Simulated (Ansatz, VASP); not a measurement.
**Two plane-wave programs on Be3CdF2**

The input INCAR:

```
SYSTEM = Be3CdF2
PREC = Accurate
ENCUT = 600
EDIFF = 1E-6
ISMEAR = 0
SIGMA = 0.1
LREAL = .False.
LASPH = .True.
NELM = 100
ALGO = Normal
ISIF = 3
LWAVE = .False.
LCHARG = .False.
GGA = PE
IBRION = 2
NSW = 90
EDIFFG = -0.04
```

Contents of KPOINTS:

```
Automatic mesh
0
Gamma
  6 6 6
  0 0 0
```

File POSCAR:

```
Be3CdF2
1.0
    4.5820159700      0.0000000000      0.0000000000
   -2.2910079900      3.9681422300      0.0000000000
    0.0000000000      0.0000000000      3.7224247500
Be Cd F
3 1 2
Direct
    0.5000000000      0.0000000000      0.5000000000
    0.5000000000      0.5000000000      0.5000000000
    0.0000000000      0.5000000000      0.5000000000
    0.0000000000      0.0000000000      0.0000000000
    0.3333333300      0.6666666700      0.0000000000
    0.6666666700      0.3333333300      0.0000000000
```

Input for Ansatz:

```yaml
crystal:
  lattice:
    - [4.58201597, 0.0, 0.0]
    - [-2.29100799, 3.96814223, 0.0]
    - [0.0, 0.0, 3.72242475]
  atoms:
    - { symbol: Be, position: [0.5, 0.0, 0.5] }
    - { symbol: Be, position: [0.5, 0.5, 0.5] }
    - { symbol: Be, position: [0.0, 0.5, 0.5] }
    - { symbol: Cd, position: [0.0, 0.0, 0.0] }
    - { symbol: F, position: [0.33333333, 0.66666667, 0.0] }
    - { symbol: F, position: [0.66666667, 0.33333333, 0.0] }
basis:
  ecutwfc: 420
kpoints:
  mp_grid: { grid: [6, 6, 6] }
hamiltonian:
  xc: pbe
scf:
  occupations: { method: gaussian, width: 0.1 }
  lower_state_search: "off"
output:
  forces: true
  stress: true
  eigenvalues: true
relax:
  adjacent_minimum: "off"
  f_tol: 0.04
  max_steps: 70
  cell: { stress_tol: 0.4 }
```

Change from the starting cell: species swapped into the LaAl2Ag3 type (P6/mmm, No. 191).

Alike in both runs: task relaxation of cell and atoms; functional PBE; k mesh 6 × 6 × 6; occupations gaussian, width 0.1 eV; no spin polarisation.

|  | VASP | Ansatz |
| --- | --- | --- |
| version | VASP 6.6.1 | Ansatz 0.2.0 |
| potentials or method | VASP PAW PBE potentials, release 64 (Be, Cd, F) | scalar-relativistic, plane waves, PAW |
| plane-wave cutoff (eV) | 600 | 420 |
| valence electrons in the cell | 32 | 40 |

Ansatz gave:

| Item | Value |
| --- | --- |
| gap on the k mesh at the Fermi level, each at its own relaxed structure (eV) | none |
| relaxed volume (Å³/atom) | 12.53 |
| relaxed cell length with the largest relative difference (Å) | 4.797 |
| energy change over the relaxation (meV/atom) | -127 |

Task: Estimate VASP's values.

Result: gap on the k mesh at the Fermi level, each at its own relaxed structure (eV): none; relaxed volume (Å³/atom): 12.25; relaxed cell length with the largest relative difference (Å): 4.629; energy change over the relaxation (meV/atom): -114.

A gap of «none» marks a metal or a gap that the smearing closes. The two sets of potentials don't hold the same shells in valence.
